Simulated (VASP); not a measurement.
VASP ran on this input.

**INCAR**
```
! general
SYSTEM   = NiO
PREC     = Accurate
ENCUT    = 520   ! plane-wave cut-off (eV)
LREAL    = .FALSE.
LASPH    = .TRUE.

! electronic loop
EDIFF    = 1E-6
NELM     = 100
ALGO     = Normal
LMAXMIX  = 4

! smearing
ISMEAR   = 0   ! Gaussian
SIGMA    = 0.05   ! width (eV)

! functional
GGA      = CX
LUSE_VDW = .TRUE.
AGGAC    = 0.0

! spin
ISPIN    = 2
MAGMOM   = 2.0 -2.0 0.0 0.0

! ions
IBRION   = 2   ! conjugate gradients
NSW      = 60   ! most ionic steps
ISIF     = 3
EDIFFG   = -0.02   ! ionic stop

! output
LWAVE    = .FALSE.
LCHARG   = .FALSE.
LORBIT   = 10
```

KPOINTS:
```
kpoints
0
G
 8 8 8
```

**POSCAR**
```
NiO
1
    4.1176733789     2.0566918651     2.0566918651
    2.0566918651     4.1176733789     2.0566918651
    2.0566918651     2.0566918651     4.1176733789
Ni O
2 2
Direct
  0.0000000000   0.0000000000   0.0000000000
  0.5000000000   0.5000000000   0.5000000000
  0.2500000000   0.2500000000   0.2500000000
  0.7500000000   0.7500000000   0.7500000000
```

POTCAR, in this order: Ni O (PBE.64 set). Program: vasp_std.

Q: Write an equivalent input for Quantum ESPRESSO's pw.x.

A: One equivalent input (not run):
```
&CONTROL
  calculation = 'vc-relax'
  pseudo_dir = './pseudo'
  outdir = './out'
  tprnfor = .true.
  tstress = .true.
  nstep = 60
  forc_conv_thr = 0.00078
/
&SYSTEM
  ibrav = 0
  nat = 4
  ntyp = 3
  ecutwfc = 98
  occupations = 'smearing'
  smearing = 'gaussian'
  degauss = 0.003675
  input_dft = 'vdw-df-cx'
  nspin = 2
  starting_magnetization(1) = 0.2
  starting_magnetization(2) = -0.2
/
&ELECTRONS
  conv_thr = 7.3e-08
  electron_maxstep = 100
/
&IONS
/
&CELL
/
ATOMIC_SPECIES
  Ni1 58.693 Ni.upf
  Ni2 58.693 Ni.upf
  O 15.999 O.upf
CELL_PARAMETERS angstrom
     4.1176734    2.0566919    2.0566919
     2.0566919    4.1176734    2.0566919
     2.0566919    2.0566919    4.1176734
ATOMIC_POSITIONS crystal
  Ni1  0.0000000  0.0000000  0.0000000
  Ni2  0.5000000  0.5000000  0.5000000
  O    0.2500000  0.2500000  0.2500000
  O    0.7500000  0.7500000  0.7500000
K_POINTS automatic
  8 8 8 0 0 0
```
What does not carry over: the potentials are each code's own (VASP's PAW set, PseudoDojo norm-conserving files in pw.x), so ENCUT and ecutwfc are chosen apart and not converted; conv_thr bounds pw.x's estimated SCF error, while EDIFF bounds the energy change between steps; starting_magnetization is a fraction of the valence charge and MAGMOM a moment in μB, so they match only roughly; forc_conv_thr acts on force components and is met together with etot_conv_thr.

The compound is NiO in the rock salt, AFM-II order structure. This run relaxes it. Symmetry was kept, so distortions that lower it aren't found. The start is the result of an earlier pass.
